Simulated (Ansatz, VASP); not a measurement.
One calculation of TaH3Br2, two programs

```xyz
6
Lattice="3.2896 0.0000 0.0000 -1.6448 2.8489 0.0000 0.0000 0.0000 9.5535" Properties=species:S:1:pos:R:3 pbc="T T T"
Ta    1.6448    0.9496    4.7768
H     1.6448    0.9496    0.0000
H     0.0000    0.0000    4.7768
H     0.0000    0.0000    0.0000
Br    0.0000    1.8993    6.8132
Br    0.0000    1.8993    2.7403
```

Change from the starting cell: species swapped into the Ce2CuSi3 type (P-6m2, No. 187).

Alike in both runs: functional PBE; k mesh 6 × 6 × 2; occupations gaussian, width 0.1 eV; collinear spin.

Ansatz relaxed the structure, and its values are those at the end. VASP's run is a single point on that final structure, the one shown.

|  | VASP | Ansatz |
| --- | --- | --- |
| version | VASP 6.6.1 | Ansatz 0.2.0 |
| potentials or method | VASP PAW PBE potentials, release 64 (Ta_pv, H, Br) | scalar-relativistic, plane waves, PAW |
| plane-wave cutoff (eV) | 520 | 420 |
| valence electrons in the cell | 28 | 30 |

VASP gave:

| Item | Value |
| --- | --- |
| gap on the k mesh at the Fermi level (eV) | none |
| pressure (GPa) | 0.1 |
| rms of the force components (eV/Å) | 0.007 |
| net moment per atom (μB) | 0.05 |
| size of the moment on the site where the two differ most (μB) | 0.16 |

What did Ansatz give for the same quantities?

gap on the k mesh at the Fermi level (eV): none; pressure (GPa): 0.1; rms of the force components (eV/Å): 0.010; net moment per atom (μB): 0.05; size of the moment on the site where the two differ most (μB): 0.07.

Site moments also hang on the region over which each program counts them. A gap of «none» marks a metal or a gap that the smearing closes. The functional is the same, so the differences come from potentials, cutoffs and numerics. The two sets of potentials don't hold the same shells in valence.

Caveats: the k mesh is coarse (spacing up to 0.37 Å⁻¹), so the values aren't converged. The runs have no spin-orbit coupling, so splittings on Ta are missing.
